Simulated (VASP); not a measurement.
HfIn4SiO6:

```
CELL_PARAMETERS angstrom
2.71585 -4.70357 0.00833
2.71585 4.70357 0.00833
-1.87915 0.00000 7.40127
ATOMIC_POSITIONS crystal
Hf 0.78835 0.21165 0.00000
In 0.62175 0.37825 0.50000
In 0.45502 0.54498 0.00000
In 0.28407 0.71593 0.50000
In 0.95814 0.04186 0.50000
Si 0.12168 0.87832 0.00000
O 0.06219 0.11415 0.86666
O 0.88585 0.93781 0.13334
O 0.79490 0.53784 0.86663
O 0.46216 0.20510 0.13337
O 0.15352 0.62879 0.13333
O 0.37121 0.84648 0.86667
```

The cell was built by a generator and needn't be a form met in nature.

| Property | Result |
| --- | --- |
| Program | VASP 6.6.1 |
| Task | relaxation of cell and atoms |
| Functional | PBE |
| Dispersion | TS |
| Potentials or basis | VASP PAW PBE potentials, release 64 (Hf_pv, In_d, Si, O) |
| Cutoff | 600 eV |
| k mesh | 6 × 6 × 4 |
| Occupations | fermi-dirac, width 0.05 eV |
| Spin | no spin polarisation |

At the start: pressure -3.0 GPa; volume 15.77 Å³/atom.

**Question.** Where does the relaxation end?

**Answer.** Over 15 steps the energy falls by 5.0 meV/atom and the volume is 15.27 Å³/atom (-3.2 %); space group C2 (No. 5, to 0.05 Å).

The path:
```
step  energy change (eV)  largest force (eV/Å)  pressure (GPa)  volume (Å³)
   1              0.0000                0.1336           -2.97       189.24
   2             -0.0106                0.4479            2.71       181.35
   3             -0.0437                0.2220           -0.07       184.98
   4             -0.0437                0.2268           -0.02       184.89
   5             -0.0539                0.0828           -0.09       184.24
   6             -0.0551                0.0551           -0.12       184.07
   7             -0.0555                0.0744           -0.16       183.73
   8             -0.0556                0.0497           -0.10       183.91
   9             -0.0587                0.0208           -0.05       183.51
  10             -0.0590                0.0161           -0.03       183.44
  11             -0.0596                0.0096           -0.01       183.30
  12             -0.0601                0.0183            0.04       183.02
  13             -0.0599                0.0103            0.01       183.17
  14             -0.0599                0.0097            0.00       183.19
  15             -0.0599                0.0048            0.02       183.18
```

Final structure:
```yaml
crystal:
  lattice:
    - [2.68905, -4.65271, 0.00825]
    - [2.68905, 4.65271, 0.00825]
    - [-1.86056, 0.00000, 7.31494]
  atoms:
    - { symbol: Hf, position: [0.78827, 0.21173, 0.00000] }
    - { symbol: In, position: [0.62121, 0.37879, 0.50000] }
    - { symbol: In, position: [0.45499, 0.54501, 0.00000] }
    - { symbol: In, position: [0.28462, 0.71538, 0.50000] }
    - { symbol: In, position: [0.95813, 0.04187, 0.50000] }
    - { symbol: Si, position: [0.12165, 0.87835, 0.00000] }
    - { symbol: O, position: [0.06030, 0.11308, 0.86413] }
    - { symbol: O, position: [0.88692, 0.93970, 0.13587] }
    - { symbol: O, position: [0.79432, 0.53617, 0.86402] }
    - { symbol: O, position: [0.46383, 0.20568, 0.13598] }
    - { symbol: O, position: [0.15345, 0.62885, 0.13590] }
    - { symbol: O, position: [0.37115, 0.84655, 0.86410] }
```

Caveat: atom-pairwise D2, TS and ULG terms overbind metals; pairwise dispersion overbinds metals, which lowers pressure and volume.
